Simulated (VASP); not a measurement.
Crystal: Zr5Ge3.

```
Zr Ge
1.0
     8.07723    0.00000    0.00000
    -4.03861    6.99508    0.00000
     0.00000    0.00000    5.61993
Zr Ge
10 6
Cartesian
  -3.0124 5.2176 4.2150
  -1.0263 1.7775 1.4050
  3.0124 5.2176 1.4050
  6.0247 0.0000 4.2150
  1.0263 1.7775 4.2150
  2.0525 0.0000 1.4050
  0.0000 4.6634 2.8100
  4.0386 2.3317 0.0000
  4.0386 2.3317 2.8100
  0.0000 4.6634 0.0000
  3.1344 0.0000 4.2150
  1.5672 2.7145 1.4050
  -2.4714 4.2806 1.4050
  -1.5672 2.7145 4.2150
  2.4714 4.2806 4.2150
  4.9428 0.0000 1.4050
```

The cell comes from a database or a generator and needn't be the stable form of this composition.

```yaml
Program: VASP 6.6.1
Task: relaxation of cell and atoms
Functional: PBEsol
Potentials_or_basis: VASP PAW PBE potentials, release 64 (Zr_sv, Ge_d)
Cutoff: 600 eV
k_mesh: 6 × 6 × 7
Occupations: methfessel-paxton, width 0.1 eV
Spin: no spin polarisation
```

At the start: pressure -3.3 GPa; volume 19.85 Å³/atom.

Q: Where does the relaxation end?

A: Over 12 steps the energy falls by 5.5 meV/atom and the volume is 19.32 Å³/atom (-2.6 %); space group P6_3/mcm (No. 193, to 0.05 Å).

Step by step:
```tsv
step	energy change (eV)	largest force (eV/Å)	pressure (GPa)	volume (Å³)
1	0.0000	0.0224	-3.32	317.53
2	0.0748	0.1689	5.04	298.98
3	-0.0855	0.0543	-0.04	309.55
4	-0.0855	0.0557	0.04	309.39
5	-0.0874	0.0436	0.03	309.27
6	-0.0875	0.0409	0.03	309.24
7	-0.0880	0.0216	-0.05	309.37
8	-0.0882	0.0145	-0.13	309.51
9	-0.0884	0.0116	0.06	309.05
10	-0.0884	0.0124	0.01	309.18
11	-0.0884	0.0122	0.02	309.17
12	-0.0884	0.0063	-0.01	309.17
```

Final structure:
```yaml
crystal:
  lattice:
    - [8.01524, 0.00000, 0.00000]
    - [-4.00762, 6.94140, 0.00000]
    - [0.00000, 0.00000, 5.55696]
  atoms:
    - { symbol: Zr, position: [0.00000, 0.74694, 0.75000] }
    - { symbol: Zr, position: [0.00000, 0.25306, 0.25000] }
    - { symbol: Zr, position: [0.74694, 0.74694, 0.25000] }
    - { symbol: Zr, position: [0.74694, 0.00000, 0.75000] }
    - { symbol: Zr, position: [0.25306, 0.25306, 0.75000] }
    - { symbol: Zr, position: [0.25306, 0.00000, 0.25000] }
    - { symbol: Zr, position: [0.33333, 0.66667, 0.50000] }
    - { symbol: Zr, position: [0.66667, 0.33333, 0.00000] }
    - { symbol: Zr, position: [0.66667, 0.33333, 0.50000] }
    - { symbol: Zr, position: [0.33333, 0.66667, 0.00000] }
    - { symbol: Ge, position: [0.38862, 0.00000, 0.75000] }
    - { symbol: Ge, position: [0.38862, 0.38862, 0.25000] }
    - { symbol: Ge, position: [0.00000, 0.61138, 0.25000] }
    - { symbol: Ge, position: [0.00000, 0.38862, 0.75000] }
    - { symbol: Ge, position: [0.61138, 0.61138, 0.75000] }
    - { symbol: Ge, position: [0.61138, 0.00000, 0.25000] }
```

Caveat: the PAW data sets were made with another functional, which shifts forces and pressure a little.
